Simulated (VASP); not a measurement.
A run of VASP 6.6.1:

File INCAR:

```
ALGO = Fast
EDIFF = 1E-7
ENCUT = 520
GGA = PE
ISIF = 2
ISMEAR = 0
LASPH = True
LCHARG = True
LELF = True
LREAL = False
LVHAR = True
LWAVE = False
NBANDS = 18
NELM = 100
PREC = Accurate
SIGMA = 0.01
```

KPOINTS

```
k-points
0
Gamma
  10 10 14
```

POSCAR

```
PN
1.0
    1.8093957673     -7.1252304210      0.0000000000
    1.8093957673      7.1252304210      0.0000000000
    0.0000000000      0.0000000000      2.7319137385
P N
2 2
Direct
    0.2007581736      0.7992418264      0.0000000000
    0.7992418264      0.2007581736      0.0000000000
    0.1400169017      0.8599830983      0.5000000000
    0.8599830983      0.1400169017      0.5000000000
```

Potentials or basis: VASP PAW PBE potentials, release 64 (P, N).

Command:

```console
$ cat potpaw_PBE.64/P/POTCAR potpaw_PBE.64/N/POTCAR > POTCAR
$ mpirun -np 1 vasp_std > vasp.out
```

Hardware: 1 thread of Intel(R) Xeon(R) Platinum 8488C (Sapphire Rapids) (shared host).

Question: How long does it take, and how much memory?

Answer: It took 8.4 min on 1 thread of Intel(R) Xeon(R) Platinum 8488C (Sapphire Rapids), on a shared host, peak memory 0.41 GiB. Counts: scf iterations 17, k points 248.
